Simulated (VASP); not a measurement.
# Si2MoN4 in VASP: relaxation of cell and atoms with PBE+D4

Aim: the relaxation of cell and atoms of Si2MoN4 with PBE+D4.

All numbers are computed with VASP 6.6.1; they aren't measurements. Logs are shortened: lines on timing, memory, paths and dates and some standing lists are left out, and cuts for length are marked.

## 1. Starting point

The cell holds a sheet with vacuum, 7 atoms: a = 2.910 Å, b = 2.910 Å, c = 23.000 Å, α = 90.00°, β = 90.00°, γ = 120.00°.

The cell was built by a generator and needn't be a form met in nature.

## 2. Relaxation of cell and atoms, PBE+D4

INCAR reads:

```
SYSTEM = Si2MoN4
PREC = Accurate
ENCUT = 600
EDIFF = 1E-7
ISMEAR = 0
SIGMA = 0.03
LREAL = .False.
LASPH = .True.
NELM = 120
ALGO = Fast
ISIF = 3
LWAVE = .False.
LCHARG = .False.
GGA = PE
IVDW = 13
IBRION = 2
NSW = 40
EDIFFG = -0.005
LATTICE_CONSTRAINTS = .TRUE. .TRUE. .FALSE.
KPAR = 2
```

KPOINTS reads:

```
Automatic mesh
0
Gamma
  18 18 1
  0 0 0
```

POSCAR reads:

```
Si2MoN4
1.0
    2.9100000000      0.0000000000      0.0000000000
   -1.4550000000      2.5201339300      0.0000000000
    0.0000000000      0.0000000000     23.0000000000
N Si Mo
4 2 1
Direct
    0.3333330000      0.6666670000      0.3478260900
    0.6666670000      0.3333330000      0.4456521700
    0.6666670000      0.3333330000      0.5543478300
    0.3333330000      0.6666670000      0.6521739100
    0.6666670000      0.3333330000      0.3695652200
    0.6666670000      0.3333330000      0.6304347800
    0.0000000000      0.0000000000      0.5000000000
```

Potentials or basis: VASP PAW PBE potentials, release 64 (N, Si, Mo_sv).

The run is started by

```console
> cat potpaw_PBE.64/N/POTCAR potpaw_PBE.64/Si/POTCAR potpaw_PBE.64/Mo_sv/POTCAR > POTCAR
> mpirun -np 2 vasp_std > vasp.out
```

OUTCAR:

```text
SYSTEM = Si2MoN4
   PREC = Accurate
   ENCUT = 600
   EDIFF = 1E-7
   ISMEAR = 0
   LREAL = .False.
   LASPH = .True.
   NELM = 120
   ISIF = 3
   GGA = PE
   IVDW = 13
   IBRION = 2
   NSW = 40
   EDIFFG = -0.005

 ion  position               nearest neighbor table
   1  0.333  0.667  0.348-   5 1.75   5 1.75   5 1.75
   2  0.667  0.333  0.446-   5 1.75   7 2.09   7 2.09   7 2.09
   3  0.667  0.333  0.554-   6 1.75   7 2.09   7 2.09   7 2.09
   4  0.333  0.667  0.652-   6 1.75   6 1.75   6 1.75
   5  0.667  0.333  0.370-   2 1.75   1 1.75   1 1.75   1 1.75
   6  0.667  0.333  0.630-   3 1.75   4 1.75   4 1.75   4 1.75
   7  0.000  0.000  0.500-   2 2.09   3 2.09   2 2.09   3 2.09   2 2.09   3 2.09

  LATTYP: Found a hexagonal cell.
 ALAT       =     2.9100000000
 C/A-ratio  =     7.9037800687

  Lattice vectors:

 A1 = (   2.9100000000,   0.0000000000,   0.0000000000)
 A2 = (  -1.4550000000,   2.5201339300,   0.0000000000)
 A3 = (   0.0000000000,   0.0000000000,  23.0000000000)

Analysis of symmetry for initial positions (statically):
=====================================================================
 Subroutine PRICEL returns:
 Original cell was already a primitive cell.

 Routine SETGRP: Setting up the symmetry group for a
 hexagonal supercell.

 Subroutine GETGRP returns: Found 12 space group operations
 (whereof 12 operations were pure point group operations)
 out of a pool of 24 trial point group operations.

The static configuration has the point symmetry D_3h.

Analysis of symmetry for dynamics (positions and initial velocities):
=====================================================================
 Subroutine PRICEL returns:
 Original cell was already a primitive cell.

 Routine SETGRP: Setting up the symmetry group for a
 hexagonal supercell.

 Subroutine GETGRP returns: Found 12 space group operations
 (whereof 12 operations were pure point group operations)
 out of a pool of 24 trial point group operations.

The dynamic configuration has the point symmetry D_3h.

 Subroutine INISYM returns: Found 12 space group operations
 (whereof 12 operations are pure point group operations),
 and found     1 'primitive' translations

----------------------------------------------------------------------------------------

                                     Primitive cell

  volume of cell :     168.6726

  direct lattice vectors                    reciprocal lattice vectors
     2.910000000  0.000000000  0.000000000     0.343642612  0.198402154  0.000000000
    -1.455000000  2.520133930  0.000000000     0.000000000  0.396804308  0.000000000
     0.000000000  0.000000000 23.000000000     0.000000000  0.000000000  0.043478261

  length of vectors
     2.910000000  2.910000004 23.000000000     0.396804309  0.396804308  0.043478261

  position of ions in fractional coordinates (direct lattice)
     0.333333000  0.666667000  0.347826090
     0.666667000  0.333333000  0.445652170
     0.666667000  0.333333000  0.554347830
     0.333333000  0.666667000  0.652173910
     0.666667000  0.333333000  0.369565220
     0.666667000  0.333333000  0.630434780
     0.000000000  0.000000000  0.500000000

  ion indices of the primitive-cell ions
   primitive index   ion index
                 1           1
                 2           2
                 3           3
                 4           4
                 5           5
                 6           6
                 7           7

----------------------------------------------------------------------------------------

 KPOINTS: Automatic mesh

Automatic generation of k-mesh.
 Grid dimensions read from file:
 generate k-points for:   18   18    1

 Generating k-lattice:

  Cartesian coordinates                     Fractional coordinates (reciprocal lattice)
     0.019091256  0.011022342  0.000000000     0.055555556  0.000000000  0.000000000
     0.000000000  0.022044684  0.000000000     0.000000000  0.055555556  0.000000000
     0.000000000  0.000000000  0.043478261     0.000000000  0.000000000  1.000000000

  Length of vectors
     0.022044684  0.022044684  0.043478261

  Shift w.r.t. Gamma in fractional coordinates (k-lattice)
     0.000000000  0.000000000  0.000000000

 Subroutine IBZKPT returns following result:
 ===========================================

 Found     37 irreducible k-points:

 Following reciprocal coordinates:
            Coordinates               Weight
  0.000000  0.000000  0.000000      1.000000
  0.055556  0.000000  0.000000      6.000000
  0.111111  0.000000  0.000000      6.000000
  0.166667 -0.000000  0.000000      6.000000
  0.222222  0.000000  0.000000      6.000000
  0.277778 -0.000000  0.000000      6.000000
[... 16 lines left out ...]
  0.333333  0.111111  0.000000     12.000000
  0.388889  0.111111  0.000000     12.000000
 [... further k-points ...]
   k-points           NKPTS =     37   k-points in BZ     NKDIM =     37   number of bands    NBANDS=     25
   number of dos      NEDOS =    301   number of ions     NIONS =      7
   total plane-waves  NPLWV = 110592
   dimension x,y,z NGX =    24 NGY =   24 NGZ =  192
   dimension x,y,z NGXF=    48 NGYF=   48 NGZF=  384
   ions per type =               4   2   1
   NGX,Y,Z   is equivalent  to a cutoff of  13.71, 13.71, 13.88 a.u.
   NGXF,Y,Z  is equivalent  to a cutoff of  27.42, 27.42, 27.76 a.u.
 SYSTEM =  Si2MoN4
   PREC   = accura    normal or accurate (medium, high low for compatibility)
   ISTART =      0    job   : 0-new  1-cont  2-samecut
   ICHARG =      2    charge: 1-file 2-atom 10-const
   ISPIN  =      1    spin polarized calculation?
   LNONCOLLINEAR =      F non collinear calculations
   LSORBIT =      F    spin-orbit coupling
   LASPH  =      T    aspherical Exc in radial PAW
   ENCUT  =  600.0 eV  44.10 Ry    6.64 a.u.   5.81  5.81 45.94*2*pi/ulx,y,z
   NELM   =    120;   NELMIN=  2; NELMDL= -5     # of ELM steps
   EDIFF  = 0.1E-06   stopping-criterion for ELM
   LREAL  =      F    real-space projection
   EDIFFG = -.5E-02   stopping-criterion for IOM
   NSW    =     40    number of steps for IOM
   IBRION =      2    ionic relax: 0-MD 1-quasi-New 2-CG
   NFREE  =      1    steps in history (QN), initial steepest desc. (CG)
   ISIF   =      3    stress and relaxation
   ISYM   =      2    0-nonsym 1-usesym 2-fastsym
   POTIM  = 0.5000    time-step for ionic-motion
   TEBEG  =    0.0;   TEEND  =   0.0 temperature during run
   PSTRESS=    0.0 pullay stress
   NELECT =      42.0000    total number of electrons
   NUPDOWN=      -1.0000    fix difference up-down
   EMIN   =  10.00;   EMAX   =-10.00  energy-range for DOS
   EFERMI =   0.00;   METHOD = LEGACY
   ISMEAR =     0;   SIGMA  =   0.03  broadening in eV -4-tet -1-fermi 0-gaus
   EFERMI_NEDOS =   21; number of points for ismear=-14 and -15
   IALGO  =     68    algorithm
   IMIX   =      4    mixing-type and parameters
     AMIX     =   0.40;   BMIX     =  1.00
     AMIX_MAG =   1.60;   BMIX_MAG =  1.00
  volume/ion in A,a.u.               =      24.10       162.61
  Fermi-wavevector in a.u.,A,eV,Ry     =   1.029935  1.946295 14.432597  1.060766
  Thomas-Fermi vector in A             =   2.164008
   LORBIT       =      0    0 simple, 1 ext, 2 COOP (PROOUT), +10 PAW based schemes
   GGA     = PE    functional components
   LHFCALC =     F    Hartree Fock is set to
   AEXX    =    0.0000 exact exchange contribution
   IVDW    =    13    specifies the selected vdW correction
   LEPSILON=     F    determine dielectric tensor
   LRPA    =     F    only Hartree local field effects (RPA)
 conjugate gradient relaxation of ions
 non-spin polarized calculation
 RMM-DIIS sequential band-by-band and
 Gauss-broadening in eV      SIGMA  =   0.03
  energy-cutoff  :      600.00
  volume of cell :      168.67
 maximum number of plane-waves:      5664
 NGX is ok and might be reduce to    24
   NGX = 11   NGY = 11   NGZ = 91

--------------------------------------- Ionic step        1  -------------------------------------------

 number of electron      42.0000001 magnetization

 Free energy of the ion-electron system (eV)
  ---------------------------------------------------
  ext. energy  EPLUGINS =         0.00000000
  ---------------------------------------------------
  free energy    TOTEN  =       -61.73993549 eV

  energy without entropy =      -61.73993549  energy(sigma->0) =      -61.73993549

------------------------ aborting loop because EDIFF is reached ----------------------------------------

  DFT-D4 for vdW energy calculation

  Edisp (eV):   -2.09135

  FORCE on cell =-STRESS in cart. coord.  units (eV):
  Direction    XX          YY          ZZ          XY          YZ          ZX
  --------------------------------------------------------------------------------------
  -------------------------------------------------------------------------------------
  Total      -2.13145    -2.13145    -2.08599     0.00000     0.00000    -0.00000
  in kB     -20.24613   -20.24613   -19.81427     0.00000     0.00000    -0.00000
  external pressure =      -20.10 kB  Pullay stress =        0.00 kB
[... 112 lines left out ...]
  FREE ENERGIE OF THE ION-ELECTRON SYSTEM (eV)
  ---------------------------------------------------
  free  energy   TOTEN  =       -63.8482877069 eV

  energy  without entropy=      -63.8482877069  energy(sigma->0) =      -63.84828771

[... ionic steps 4 to 11 ...]

--------------------------------------- Ionic step       12  -------------------------------------------

 number of electron      41.9999997 magnetization

------------------------ aborting loop because EDIFF is reached ----------------------------------------

  DFT-D4 for vdW energy calculation

  Edisp (eV):   -2.12513
[... 79 lines left out ...]
  energy  without entropy=      -63.8509802316  energy(sigma->0) =      -63.85098023

--------------------------------------- Ionic step       14  -------------------------------------------

 number of electron      41.9999997 magnetization

 Free energy of the ion-electron system (eV)
  ---------------------------------------------------
  ext. energy  EPLUGINS =         0.00000000
  ---------------------------------------------------
  free energy    TOTEN  =       -61.72509603 eV

  energy without entropy =      -61.72509603  energy(sigma->0) =      -61.72509603

 E-fermi :   0.8580     XC(G=0):  -5.4313

 val. band max:        0.6906925071   @ k =   0.0000   0.0000   0.0000
 cond. band min:       2.4661387012   @ k =   0.3333   0.3333   0.0000
 fundamental gap:      1.7754461942
 Fermi energy:         0.8579893635

 k-point     1 :       0.0000    0.0000    0.0000
  band No.  band energies     occupation
      1     -60.6796      2.00000
      2     -34.8081      2.00000
      3     -34.3781      2.00000
      4     -34.3781      2.00000
      5     -18.1610      2.00000
      6     -18.0578      2.00000
[... 661 lines left out ...]
     24       4.2768      0.00000
     25       4.5739      0.00000

 [... further k-points ...]

------------------------ aborting loop because EDIFF is reached ----------------------------------------

  DFT-D4 for vdW energy calculation

  Edisp (eV):   -2.12590

  FORCE on cell =-STRESS in cart. coord.  units (eV):
  Direction    XX          YY          ZZ          XY          YZ          ZX
  --------------------------------------------------------------------------------------
  -------------------------------------------------------------------------------------
  Total       0.01318     0.01318    -0.15984     0.00000     0.00000     0.00000
  in kB       0.12673     0.12673    -1.53684     0.00000     0.00000     0.00000
  external pressure =       -0.43 kB  Pullay stress =        0.00 kB
[... 22 lines left out ...]
  FREE ENERGIE OF THE ION-ELECTRON SYSTEM (eV)
  ---------------------------------------------------
  free  energy   TOTEN  =       -63.8509976762 eV

  energy  without entropy=      -63.8509976762  energy(sigma->0) =      -63.85099768

 reached required accuracy - stopping structural energy minimisation
```

It took 13 min on 2 MPI ranks of Intel Xeon Platinum 8559C (Emerald Rapids), shared host; peak memory 0.47 GiB.

What came out:

| Quantity | Value |
| --- | --- |
| Free energy | -63.8510 eV |
| Relaxed volume | 23.80 Å³/atom |
| Relaxed cell | a = 2.892 Å, b = 2.892 Å, c = 23.000 Å, α = 90.00°, β = 90.00°, γ = 120.00° |
| Space group after relaxing (to 0.05 Å) | P-6m2 (No. 187) |
| Energy gained by relaxing | 2.8 meV/atom |
| Ionic steps | 14 |
| Largest force after relaxing | 0.005 eV/Å |
| Band gap on the k mesh | 1.78 eV, indirect (least direct gap 2.10 eV) |
| Dispersion energy per atom | -0.304 eV |

Forces on the atoms (eV/Å):
```
N    0.000  0.000  0.005
N    0.000  0.000  0.001
N    0.000  0.000 -0.001
N    0.000  0.000 -0.005
Si   0.000  0.000 -0.005
Si   0.000  0.000  0.005
Mo   0.000  0.000  0.000
```

The path:
```csv
step,energy change (eV),largest force (eV/Å),pressure (GPa),volume (Å³)
1,0.0000,0.2979,-2.01,168.67
2,0.0060,0.1602,1.93,163.75
3,-0.0170,0.2268,-0.25,166.38
4,-0.0167,0.2499,-0.24,166.48
5,-0.0183,0.1111,-0.25,166.43
6,-0.0189,0.0830,-0.21,166.50
7,-0.0189,0.0857,-0.20,166.50
8,-0.0194,0.0419,-0.15,166.56
9,-0.0195,0.0703,-0.03,166.67
10,-0.0196,0.0524,-0.07,166.63
11,-0.0194,0.1048,-0.10,166.75
12,-0.0197,0.0214,-0.08,166.67
13,-0.0197,0.0159,-0.08,166.67
14,-0.0197,0.0047,-0.04,166.63
```

Final structure:
```xyz
7
Lattice="2.8924 0.0000 0.0000 -1.4462 2.5049 0.0000 0.0000 0.0000 23.0000" Properties=species:S:1:pos:R:3 pbc="T T T"
N     0.0000    1.6699    8.0107
N     1.4462    0.8350   10.2588
N     1.4462    0.8350   12.7412
N     0.0000    1.6699   14.9893
Si    1.4462    0.8350    8.5198
Si    1.4462    0.8350   14.4802
Mo    2.8924    0.0000   11.5000
```

Levels at points of the mesh, in eV from the valence-band top:
```tsv
k point	band 18	band 19	band 20	band 21	band 22	band 23	band 24	band 25
(0.00, 0.00, 0.00)	-2.58	-2.58	-2.34	0.00	2.83	2.83	3.16	3.16
(0.50, 0.00, 0.00)	-2.74	-1.98	-1.92	-1.02	2.43	2.91	3.17	3.53
```
